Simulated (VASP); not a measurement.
An input for Quantum ESPRESSO's pw.x (written as the equivalent of a VASP run, and not itself run):

```
&CONTROL
  calculation = 'scf'
  pseudo_dir = './pseudo'
  outdir = './out'
  tprnfor = .true.
  tstress = .true.
/
&SYSTEM
  ibrav = 0
  nat = 4
  ntyp = 2
  ecutwfc = 84
  occupations = 'smearing'
  smearing = 'gaussian'
  degauss = 0.01999
  input_dft = 'pz'
/
&ELECTRONS
  conv_thr = 7.3e-08
  electron_maxstep = 100
/
ATOMIC_SPECIES
  Mo 95.950 Mo.upf
  Pt 195.084 Pt.upf
CELL_PARAMETERS angstrom
     4.3870780    0.0000000    0.0000000
     0.0000000    2.6790550    0.0000000
     0.0000000    0.0000000    4.8592320
ATOMIC_POSITIONS crystal
  Mo   0.2600270  0.0172100  0.1601830
  Mo   0.7498070  0.0049300  0.8433570
  Pt   0.2410060  0.4872050  0.6448380
  Pt   0.7491600  0.4906550  0.3516220
K_POINTS automatic
  4 7 4 0 0 0
```

### Question
Translate this input to VASP (INCAR, KPOINTS, POSCAR, choice of POTCAR).

### Answer
One answer among several that fit: 
File POSCAR:
```
MoPt
1
    4.3870780000     0.0000000000     0.0000000000
    0.0000000000     2.6790550000     0.0000000000
    0.0000000000     0.0000000000     4.8592320000
Mo Pt
2 2
Direct
  0.2600270000   0.0172100000   0.1601830000
  0.7498070000   0.0049300000   0.8433570000
  0.2410060000   0.4872050000   0.6448380000
  0.7491600000   0.4906550000   0.3516220000
```

**INCAR**
```
! general
SYSTEM  = MoPt
PREC    = Accurate
ENCUT   = 300   ! plane-wave cut-off (eV)
LREAL   = F
LASPH   = T   ! aspherical one-centre terms

! electronic loop
EDIFF   = 1E-6   ! SCF stop (eV)
NELM    = 100
ALGO    = Normal
LMAXMIX = 6   ! l cut-off of mixed one-centre charges

! smearing
ISMEAR  = 0
SIGMA   = 0.272   ! width (eV)

! ions
ISIF    = 2   ! forces and stress, cell fixed

! output
LWAVE   = F
LCHARG  = F
```

### KPOINTS
```
Automatic mesh
0
Gamma
4 7 4
0 0 0
```

POTCAR, in this order: Mo_sv Pt (LDA.64 set). Program: vasp_std.

What does not carry over: the potentials are each code's own (VASP's PAW set, PseudoDojo norm-conserving files in pw.x), so ENCUT and ecutwfc are chosen apart and not converted; conv_thr bounds pw.x's estimated SCF error, while EDIFF bounds the energy change between steps.

The structure comes from a computed database's MoPt entry; how it stands against other phases isn't given here. The cell was not relaxed at this level, atoms are displaced from their ideal sites, and its volume differs by -5.9 % from the start's. The k-mesh is coarse (spacing up to 0.36 per Å, 2π included), so the numbers may not be converged in it.
